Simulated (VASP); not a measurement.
Wanted: the native input for a VASP 6.6.1 run.

| Property | Result |
| --- | --- |
| Task | relaxation of cell and atoms |
| Functional | PBE |
| Potentials or basis | VASP PAW PBE potentials, release 64 (Al, Cu) |
| Cutoff | 600 eV |
| k mesh | 12 × 12 × 12 |
| Occupations | methfessel-paxton, width 0.1 eV |
| Spin | no spin polarisation |
| Further INCAR settings | ALGO = Normal; EDIFF = 1e-06; IBRION = 2; EDIFFG = -0.005; NSW = 80; ISIF = 3 |

The structure of Al2Cu lies in POSCAR:

```
Al2Cu                                   
1.0
   -3.0318074712      3.0318074712      2.4393653370
    3.0318074712     -3.0318074712      2.4393653370
    3.0318074712      3.0318074712     -2.4393653370
  Al              Cu            
     4     2
Direct
     0.3418445292373408    0.1581554707626592    0.5000000000000000
     0.1581554707626592    0.6581554707626591    0.8163109415253256
     0.8418445292373409    0.3418445292373408    0.1836890584746745
     0.6581554707626591    0.8418445292373409    0.5000000000000000
     0.7500000000000000    0.7500000000000000    0.0000000000000000
     0.2500000000000000    0.2500000000000000    0.0000000000000000
```

The cell is a database's computed one.

These files were run (other wordings do the same):

INCAR

```
PREC = Accurate
ENCUT = 600
EDIFF = 1E-6
ISMEAR = 1
SIGMA = 0.1
LREAL = False
LASPH = True
NELM = 120
ALGO = Normal
ISIF = 3
LWAVE = False
LCHARG = False
GGA = PE
IBRION = 2
NSW = 80
EDIFFG = -0.005
KPAR = 4
```

KPOINTS

```
Automatic mesh
0
Gamma
  12 12 12
```

Potentials or basis: VASP PAW PBE potentials, release 64 (Al, Cu).

Command:

```sh
$ cat potpaw_PBE.64/Al/POTCAR potpaw_PBE.64/Cu/POTCAR > POTCAR
$ mpirun -np 4 vasp_std > vasp.out
```

Results of the run:

```json
{
  "Relaxed volume": "14.94 Å³/atom",
  "Relaxed cell": "a = 4.932 Å, b = 4.932 Å, c = 4.932 Å, α = 104.16°, β = 104.16°, γ = 120.72°",
  "Space group after relaxing (to 0.05 Å)": "I4/mcm (No. 140)",
  "Energy gained by relaxing": "0.0 meV/atom",
  "Ionic steps": "3",
  "Pressure after relaxing": "0.0 GPa",
  "Band gap on the k mesh": "none (metal or under the smearing width)"
}
```

Wall time 120 s on 4 MPI ranks on Intel(R) Xeon(R) 6975P-C (Granite Rapids) (shared host), peak memory 0.5 GiB a rank.
